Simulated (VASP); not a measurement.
The input files of a VASP run:

File POSCAR:
```
RuN
1.0
  0.0000000000   2.3436000000   2.3436000000
  2.3436000000   0.0000000000   2.3436000000
  2.3436000000   2.3436000000   0.0000000000
Ru N
1 1
Cart
  0.0000000000   0.0000000000   0.0000000000
  2.3436000000   2.3436000000   2.3436000000
```

### INCAR
```
SYSTEM = RuN
PREC = Accurate
ENCUT = 520
EDIFF = 1E-6
NELM = 100
ALGO = Normal
LREAL = .FALSE.
LASPH = .TRUE.
ISMEAR = 1
SIGMA = 0.1
GGA = PS
LMAXMIX = 4
LWAVE = .FALSE.
LCHARG = .FALSE.
IBRION = 2
ISIF = 3
NSW = 60
EDIFFG = -0.01
```

File KPOINTS:
```
Automatic
0
gamma
  12 12 12
0 0 0
```

POTCAR, in this order: Ru_pv N (PBE.64 set). Program: vasp_std.

Translate this PBEsol calculation to Ansatz.

One equivalent input (not run):
Ansatz 0.2 input:
```yaml
crystal:
  lattice:
    - [0.0000000, 2.3436000, 2.3436000]
    - [2.3436000, 0.0000000, 2.3436000]
    - [2.3436000, 2.3436000, 0.0000000]
  atoms:
    - { symbol: Ru, position: [0.0000000, 0.0000000, 0.0000000] }
    - { symbol: N, position: [0.5000000, 0.5000000, 0.5000000] }
kpoints:
  mp_grid: { grid: [12, 12, 12] }
hamiltonian:
  xc: pbesol
  pseudopotentials: { kind: paw }
scf:
  occupations: { method: methfessel_paxton, width: 0.1 }
  max_iter: 100
relax:
  max_steps: 60
  f_tol: 0.01
  cell: {}
output: { forces: true, stress: true, eigenvalues: true }
```
Limits of the translation: each code has its own PAW files, so the cut-off isn't converted (ENCUT is set for VASP's; basis.ecutwfc is left out, and Ansatz then takes the one that its files recommend); Ansatz stops its SCF on the density residual and VASP on the energy change (EDIFF).

The structure was generated: RuN was put into the rock salt type (Fm-3m), which need not be its known phase. This run relaxes it. Symmetry was kept, so distortions that lower it aren't found.
